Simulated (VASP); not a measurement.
Consider the following.

```yaml
crystal:
  lattice:
    - [-1.61882, 1.61882, 3.94065]
    - [1.61882, -1.61882, 3.94065]
    - [1.61882, 1.61882, -3.94065]
  atoms:
    - { symbol: Si, position: [0.66531, 0.66531, 0.00000] }
    - { symbol: Si, position: [0.33469, 0.33469, 0.00000] }
    - { symbol: W, position: [0.00000, 0.00000, 0.00000] }
```

Calculation: PW91 GGA, VASP's PBE PAW potentials (set 64) (plane waves; VASP). Settings: 520 eV cut-off, 15×15×15 Γ-centred mesh, tetrahedra with Blöchl corrections, potentials Si W_sv.

The cores are frozen, which limits the accuracy of field gradients.

**Question.** Give the principal components of the electric field gradient (V/Å²) and the asymmetry η at each nucleus.

**Answer.** 
```json
[
 {"atom": "Si1", "Vxx": "4.7", "Vyy": "4.7", "Vzz": "-9.3", "η": "0.00"},
 {"atom": "Si2", "Vxx": "4.7", "Vyy": "4.7", "Vzz": "-9.3", "η": "0.00"},
 {"atom": "W3", "Vxx": "68.4", "Vyy": "68.4", "Vzz": "-136.9", "η": "0.00"}
]
```

The compound is WSi2 in the MoSi2 type structure. It was relaxed first.
